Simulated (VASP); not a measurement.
The system is GaN.

```
Ga N
1.0
     0.00000    2.25350    2.25350
     2.25350    0.00000    2.25350
     2.25350    2.25350    0.00000
Ga N
1 1
Direct
  0.00000 0.00000 0.00000
  0.75000 0.75000 0.75000
```

The cell is a database's computed one.

| Item | Value |
| --- | --- |
| Program | VASP 6.6.1 |
| Task | relaxation of cell and atoms |
| Functional | LDA |
| Potentials or basis | VASP PAW LDA potentials, release 64 (Ga_d, N) |
| Cutoff | 600 eV |
| k mesh | 6 × 6 × 6 |
| Occupations | gaussian, width 0.01 eV |
| Spin | no spin polarisation |

At the start: pressure -5.6 GPa; volume 11.44 Å³/atom.

Task: Where does the relaxation end?

Result: Over 4 steps the energy falls by 6.1 meV/atom and the volume is 11.09 Å³/atom (-3.1 %); space group F-43m (No. 216, to 0.05 Å).

Step by step:
```tsv
step	energy change (eV)	largest force (eV/Å)	pressure (GPa)	volume (Å³)
1	0.0000	0.0000	-5.64	22.89
2	-0.0002	0.0000	6.22	21.58
3	-0.0122	0.0000	-0.30	22.22
4	-0.0122	0.0000	0.28	22.19
```

Final structure:
```cif
data_structure
_symmetry_space_group_name_H-M 'P 1'
_symmetry_Int_Tables_number 1
_cell_length_a 3.1540
_cell_length_b 3.1540
_cell_length_c 3.1540
_cell_angle_alpha 60.000
_cell_angle_beta 60.000
_cell_angle_gamma 60.000
_cell_volume 22.19
loop_
_atom_site_label
_atom_site_type_symbol
_atom_site_fract_x
_atom_site_fract_y
_atom_site_fract_z
_atom_site_occupancy
Ga1 Ga 0.00000 0.00000 0.00000 1
N1 N 0.75000 0.75000 0.75000 1
```
